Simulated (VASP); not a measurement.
These are PBEsol GGA, VASP's PBE PAW potentials (set 64) (plane waves; VASP 6.6.1) values and carry that method's errors.

VASP input:

KPOINTS:
```
k-points along high-symmetry lines
15
Line-mode
Reciprocal
  0.000000   0.000000   0.000000 ! GAMMA
  0.000000   0.500000   0.000000 ! X

  0.000000   0.500000   0.000000 ! X
  0.500000   0.500000   0.000000 ! M

  0.500000   0.500000   0.000000 ! M
  0.000000   0.000000   0.000000 ! GAMMA

  0.000000   0.000000   0.000000 ! GAMMA
  0.500000   0.500000   0.500000 ! R

  0.500000   0.500000   0.500000 ! R
  0.000000   0.500000   0.000000 ! X

  0.500000   0.500000   0.500000 ! R
  0.500000   0.500000   0.000000 ! M
```

### INCAR
```
# general
SYSTEM =YS
PREC   =Accurate
ENCUT  =400   # plane-wave cut-off (eV)
LREAL  =.FALSE.   # projection in real space or not
LASPH  =.TRUE.
ICHARG =11

# electronic loop
EDIFF  =1E-7   # SCF stop (eV)
NELM   =100   # most electronic steps
ALGO   =Normal   # blocked Davidson
LMAXMIX=4   # l cut-off of mixed one-centre charges

# smearing
ISMEAR =0   # Gaussian
SIGMA  =0.05

# functional
GGA    =PS

# output
LWAVE  =.FALSE.
LCHARG =.FALSE.
LORBIT =11   # lm-projected
```

POSCAR:
```
YS
3.3575190
  1.0000001141   0.0000000000   0.0000000000
  0.0000000000   1.0000001141   0.0000000000
  0.0000000000   0.0000000000   1.0000001141
Y S
1 1
Direct
  0.0000000000   0.0000000000   0.0000000000
  0.5000000000   0.5000000000   0.5000000000
```

POTCAR, in this order: Y_sv S (PBE.64 set). Program: vasp_std. Read from the step before: CHGCAR.

What VASP printed:

### OUTCAR
```
 ion  position               nearest neighbor table
   1  0.000  0.000  0.000-   2 2.91   2 2.91   2 2.91   2 2.91   2 2.91   2 2.91   2 2.91   2 2.91
  LATTYP: Found a simple cubic cell.
 ALAT       =     3.3575193832
 Subroutine PRICEL returns:
 Original cell was already a primitive cell.
 Subroutine GETGRP returns: Found 48 space group operations
The static configuration has the point symmetry O_h .
The dynamic configuration has the point symmetry O_h .
 Subroutine INISYM returns: Found 48 space group operations
   k-points           NKPTS =     90   k-points in BZ     NKDIM =     90   number of bands    NBANDS=     12
   number of dos      NEDOS =    301   number of ions     NIONS =      2
   total plane-waves  NPLWV =  13824
   dimension x,y,z NGX =    24 NGY =   24 NGZ =   24
   dimension x,y,z NGXF=    48 NGYF=   48 NGZF=   48
   ions per type =               1   1
   PREC   = accura    normal or accurate (medium, high low for compatibility)
   ISTART =      0    job   : 0-new  1-cont  2-samecut
   ICHARG =     11    charge: 1-file 2-atom 10-const
   ISPIN  =      1    spin polarized calculation?
   LNONCOLLINEAR =      F non collinear calculations
   LSORBIT =      F    spin-orbit coupling
   INIWAV =      1    electr: 0-lowe 1-rand  2-diag
   ENCUT  =  400.0 eV  29.40 Ry    5.42 a.u.   5.48  5.48  5.48*2*pi/ulx,y,z
   NELM   =    100;   NELMIN=  2; NELMDL= -5     # of ELM steps
   EDIFF  = 0.1E-06   stopping-criterion for ELM
   LREAL  =      F    real-space projection
   NLSPLINE    = F    spline interpolate recip. space projectors
   LMAXMIX     =    4 max onsite mixed and CHGCAR
   VOSKOWN=      0    Vosko Wilk Nusair interpolation
   EDIFFG = 0.1E-05   stopping-criterion for IOM
   NSW    =      0    number of steps for IOM
   NBLOCK =      1;   KBLOCK =      1    inner block; outer block
   IBRION =     -1    ionic relax: 0-MD 1-quasi-New 2-CG
   NFREE  =      0    steps in history (QN), initial steepest desc. (CG)
   ISIF   =      2    stress and relaxation
   ISYM   =      2    0-nonsym 1-usesym 2-fastsym
   TEIN   =    0.0    initial temperature
   TEBEG  =    0.0;   TEEND  =   0.0 temperature during run
   SMASS  =  -3.00    Nose mass-parameter (am)
...
```

File OSZICAR:
```
       N       E                     dE             d eps       ncg     rms          rms(c)
DAV:   1     0.480584821237E+02    0.48058E+02   -0.73631E+03  2168   0.108E+03
DAV:   2    -0.122046241205E+02   -0.60263E+02   -0.57090E+02  2608   0.215E+02
DAV:   3    -0.150354254486E+02   -0.28308E+01   -0.27647E+01  2948   0.379E+01
DAV:   4    -0.151281266975E+02   -0.92701E-01   -0.92575E-01  2964   0.723E+00
DAV:   5    -0.151300032696E+02   -0.18766E-02   -0.18761E-02  2952   0.832E-01
DAV:   6    -0.151300382044E+02   -0.34935E-04   -0.34933E-04  3016   0.956E-02
DAV:   7    -0.151300388490E+02   -0.64460E-06   -0.64428E-06  2908   0.996E-03
DAV:   8    -0.151300388723E+02   -0.23359E-07   -0.23584E-07  1980   0.133E-03
   1 F= -.15130039E+02 E0= -.15129698E+02  d E =-.680855E-03
```

OUTCAR:
```
 val. band max:        6.5650443215   @ k =   0.0000   0.3929   0.0000

 cond. band min:       6.6191377713   @ k =   0.3214   0.5000   0.0000



 k-point     1 :       0.0000    0.0000    0.0000
  band No.  band energies     occupation
      1     -35.7312      2.00000
      2     -15.5479      2.00000
      3     -15.5479      2.00000
      4     -15.5479      2.00000
      5      -7.7697      2.00000
      6       4.6326      2.00000
      7       4.6326      2.00000
      8       4.6326      2.00000
      9       5.4521      2.00000
     10       5.4521      2.00000
     11       9.3607      0.00000
     12      11.0165      0.00000

 k-point     2 :       0.0000    0.0357    0.0000
  band No.  band energies     occupation
      1     -35.7305      2.00000
      2     -15.5579      2.00000
      3     -15.5471      2.00000
      4     -15.5471      2.00000
      5      -7.7547      2.00000
      6       4.4444      2.00000
      7       4.6228      2.00000
      8       4.6228      2.00000
      9       5.4639      2.00000
     10       5.6106      2.00000
     11       9.4313      0.00000
     12      11.0244      0.00000

 k-point     3 :       0.0000    0.0714    0.0000
  band No.  band energies     occupation
      1     -35.7285      2.00000
      2     -15.5871      2.00000
      3     -15.5445      2.00000
      4     -15.5445      2.00000
      5      -7.7102      2.00000
      6       4.0580      2.00000
      7       4.5942      2.00000
      8       4.5942      2.00000
      9       5.4993      2.00000
     10       5.9184      2.00000
     11       9.6315      0.00000
     12      11.0488      0.00000

 k-point     4 :       0.0000    0.1071    0.0000
  band No.  band energies     occupation
      1     -35.7252      2.00000
      2     -15.6336      2.00000
      3     -15.5404      2.00000
      4     -15.5404      2.00000
      5      -7.6378      2.00000
      6       3.6066      2.00000
      7       4.5483      2.00000
...
```

The density is held fixed in this step, so its total energy and stress have no physical meaning.

The structure was generated: YS was put into the CsCl type type (Pm-3m), which need not be its known phase. It was relaxed first, which changed the volume by -33 %. The electron count is odd and the run is not spin-polarised, which forces a metal.
